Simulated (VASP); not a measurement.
Set up this calculation in VASP 6.6.1, as the native input.

```
Task                   : single point
Functional             : PBE
Potentials or basis    : VASP PAW PBE potentials, release 64 (Ca_sv, Si, Se)
Cutoff                 : 520 eV
k mesh                 : 6 × 6 × 8
Occupations            : gaussian, width 0.1 eV
Spin                   : no spin polarisation
Dipole correction      : no
Further INCAR settings : ALGO = Fast; EDIFF = 1e-06; NBANDS = 37
```

The structure of Ca4SiSe2 lies in POSCAR:

```
Ca4SiSe2
1.0
    9.1554015218      0.0000000000      0.0000000000
   -4.5777007609      7.9288102997      0.0000000000
    0.0000000000      0.0000000000      5.6158220011
Ca Si Se
4 1 2
Direct
    0.5000000000      0.0000000000      0.0000000000
    0.0000000000      0.5000000000      0.0000000000
    0.5000000000      0.5000000000      0.0000000000
    0.0000000000      0.0000000000      0.5000000000
    0.0000000000      0.0000000000      0.0000000000
    0.3333333333      0.6666666667      0.0000000000
    0.6666666667      0.3333333333      0.0000000000
```

The cell was built by a generator and needn't be a form met in nature.

The cell isn't the ideal one: random cell by space group and Wyckoff sites (P6/mmm, No. 191).

These files were run (other wordings do the same):

INCAR

```
PREC = Accurate ; ENCUT = 520
EDIFF = 1E-6 ; ISMEAR = 0
SIGMA = 0.1 ; LREAL = F
LASPH = T ; NELM = 100
ALGO = Fast ; ISIF = 2
LWAVE = F ; LCHARG = F
GGA = PE ; NBANDS = 37
```

KPOINTS

```
Automatic mesh
0
Gamma
  6 6 8
```

Potentials or basis: VASP PAW PBE potentials, release 64 (Ca_sv, Si, Se).

Command:

```bash
$ cat potpaw_PBE.64/Ca_sv/POTCAR potpaw_PBE.64/Si/POTCAR potpaw_PBE.64/Se/POTCAR > POTCAR
$ mpirun -np 1 vasp_std > vasp.out
```

Results of the run:

* Pressure: 0.0 GPa
* Band gap on the k mesh: none (metal or under the smearing width)

Wall time 18 min on 1 thread of AMD EPYC 9R45 (Zen 5) (shared host), peak memory 0.75 GiB.
